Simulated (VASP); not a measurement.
W7S16 (a cell with a defect), 23 atoms in the cell. The cell holds a defect, 23 atoms: a = 6.306 Å, b = 6.306 Å, c = 12.323 Å, α = 90.00°, β = 90.00°, γ = 120.00°. 

```yaml
Program: VASP 6.6.1
Task: single point
Functional: PBEsol
Potentials_or_basis: VASP PAW PBE potentials, release 64 (W_sv, S)
Cutoff: 350 eV
k_mesh: 3 × 3 × 2
Occupations: gaussian, width 0.03 eV
Spin: no spin polarisation
Dq: -1
Further_INCAR_settings: LREAL = Auto; ALGO = Normal; EDIFF = 1e-05; NBANDS = 114; NELECT = 195.0
```

Potentials or basis: VASP PAW PBE potentials, release 64 (W_sv, S).

The run is started by

```console
$ cat potpaw_PBE.64/W_sv/POTCAR potpaw_PBE.64/S/POTCAR > POTCAR
$ mpirun -np 4 vasp_std > vasp.out
```

Hardware: 4 MPI ranks on Intel(R) Xeon(R) 6975P-C (Granite Rapids) (shared host).

Task: Estimate the wall time of this run.

Result: It took 100 s on 4 MPI ranks on Intel(R) Xeon(R) 6975P-C (Granite Rapids), with other jobs on the host, peak memory 0.39 GiB a rank. Counts: scf iterations 15, k points 6.
